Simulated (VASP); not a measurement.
```yaml
crystal:
  lattice:
    - [0.00000, 2.02974, 2.02974]
    - [2.02974, 0.00000, 2.02974]
    - [2.02974, 2.02974, 0.00000]
  atoms:
    - { symbol: Al, position: [0.00000, 0.00000, 0.00000] }
```

All values below come from RPBE GGA, VASP's PBE PAW potentials (set 64) (plane waves; VASP). Numerical set-up: 520 eV cut-off, 17×17×17 Γ-centred mesh, tetrahedra with Blöchl corrections, potentials Al.

Q: What does the run give for the energy per atom (σ→0), band gap (on the k-mesh) with the smallest direct gap where there is one?

A: 
```
Item                                                         Value
------------------------  ----------------------------------------
band gap (on the k-mesh)  none (metal, semimetal or under 0.01 eV)
energy per atom (σ→0)                               -3.509 eV/atom
```

The compound is Al in the fcc structure. It was relaxed first.
